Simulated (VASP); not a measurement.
Method: PBE GGA, VASP's PBE PAW potentials (set 64) (plane waves; VASP).

A VASP calculation is set up with these files.

POSCAR:
```
HfO2
5.080
  0.0000000000   0.5000000000   0.5000000000
  0.5000000000   0.0000000000   0.5000000000
  0.5000000000   0.5000000000   0.0000000000
Hf O
1 2
Cartesian
  0.0000000000   0.0000000000   0.0000000000
  0.2500000000   0.2500000000   0.2500000000
  0.7500000000   0.7500000000   0.7500000000
```

### INCAR
```
ALGO = Normal
EDIFF = 1E-6
ENCUT = 520
GGA = PE
ISIF = 2
ISMEAR = 0
LASPH = .TRUE.
LCHARG = .FALSE.
LMAXMIX = 6
LREAL = .FALSE.
LWAVE = .FALSE.
NELM = 100
PREC = Accurate
SIGMA = 0.05
SYSTEM = HfO2
```

### KPOINTS
```
Automatic mesh
0
Gamma
7 7 7
0 0 0
```

POTCAR, in this order: Hf_pv O (PBE.64 set). Program: vasp_std.

Output of the run:

OSZICAR:
```
       N       E                     dE             d eps       ncg     rms          rms(c)
DAV:   1     0.991354031486E+02    0.99135E+02   -0.12844E+04   600   0.145E+03
DAV:   2    -0.324043227244E+02   -0.13154E+03   -0.12964E+03   777   0.321E+02
DAV:   3    -0.360174618665E+02   -0.36131E+01   -0.36105E+01   775   0.527E+01
DAV:   4    -0.360361633988E+02   -0.18702E-01   -0.18700E-01   768   0.411E+00
DAV:   5    -0.360363300330E+02   -0.16663E-03   -0.16663E-03   747   0.346E-01    0.476E+01
DAV:   6    -0.303833412734E+02    0.56530E+01   -0.30329E+01   677   0.387E+01    0.428E+01
DAV:   7    -0.302847354126E+02    0.98606E-01   -0.76606E-01   747   0.811E+00    0.289E+01
DAV:   8    -0.302594172432E+02    0.25318E-01   -0.23931E-01   754   0.513E+00    0.594E+00
DAV:   9    -0.302479001696E+02    0.11517E-01   -0.45896E-02   726   0.193E+00    0.166E+00
DAV:  10    -0.302479643433E+02   -0.64174E-04   -0.48117E-03   744   0.544E-01    0.304E-01
DAV:  11    -0.302479305293E+02    0.33814E-04   -0.31376E-04   768   0.149E-01    0.218E-01
DAV:  12    -0.302479421215E+02   -0.11592E-04   -0.53858E-05   748   0.557E-02    0.583E-02
DAV:  13    -0.302479429687E+02   -0.84721E-06   -0.27160E-06   723   0.125E-02
   1 F= -.30247943E+02 E0= -.30247943E+02  d E =-.463258E-19
```

**OUTCAR**
```
------------------------ aborting loop because EDIFF is reached ----------------------------------------
  FORCE on cell =-STRESS in cart. coord.  units (eV):
  Direction    XX          YY          ZZ          XY          YZ          ZX
  --------------------------------------------------------------------------------------
  Total       -0.2288449     -0.2288449     -0.2288449      0.0000000      0.0000000     -0.0000000
  in kB      -11.1871803    -11.1871803    -11.1871803      0.0000000      0.0000000     -0.0000000
  external PRESSURE =     -11.1871803 kB  Pullay stress =       0.0000000 kB
  volume of cell :       32.77
      direct lattice vectors                 reciprocal lattice vectors
     0.000000000  2.540000000  2.540000000    -0.196850394  0.196850394  0.196850394
     2.540000000  0.000000000  2.540000000     0.196850394 -0.196850394  0.196850394
     2.540000000  2.540000000  0.000000000     0.196850394  0.196850394 -0.196850394
 POSITION                                       TOTAL-FORCE (eV/Angst)
 -----------------------------------------------------------------------------------
      0.00000      0.00000      0.00000         0.000000     -0.000000     -0.000000
      1.27000      1.27000      1.27000        -0.000000      0.000000     -0.000000
      3.81000      3.81000      3.81000         0.000000      0.000000      0.000000
 -----------------------------------------------------------------------------------
    total drift:                                0.000000      0.000000      0.000000
  FREE ENERGIE OF THE ION-ELECTRON SYSTEM (eV)
  ---------------------------------------------------
  free  energy   TOTEN  =       -30.2479429687 eV

  energy  without entropy=      -30.2479429687  energy(sigma->0) =      -30.24794297
```
(Selected blocks of OUTCAR.)

The compound is HfO2 in the fluorite structure, the high-temperature cubic form, which is unstable at 0 K; the monoclinic form is the stable one. The cell was not relaxed at this level.
